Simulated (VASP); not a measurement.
Energy against volume of MgS (rock salt). Computed with revTPSS meta-GGA, VASP's PBE PAW potentials (set 64) (plane waves; VASP).

| V (Å³/atom) | E (eV/atom) |
|---|---|
| 16.628 | -5.65950 |
| 17.159 | -5.67260 |
| 17.690 | -5.67671 |
| 18.220 | -5.67312 |
| 18.751 | -5.66289 |

**Question.** Fit a third-order Birch-Murnaghan equation of state.

**Answer.** 
```yaml
volume_per_atom: 17.69 Å³/atom
bulk_modulus: 77.4 GPa
pressure_derivative_of_the_bulk_modulus: 4.06
lattice_constant_a: 5.212 Å
```

Measured: bulk modulus 81.0 GPa at 0 K (computed value off by -4.5 %), a 5.188 Å at 0 K (computed value off by +0.5 %), as given by Tamar Goldzak et al., The Journal of Chemical Physics (2022), arXiv:2208.04865 [corrected for zero-point motion].

The compound is MgS in the rock salt structure. It was relaxed first.
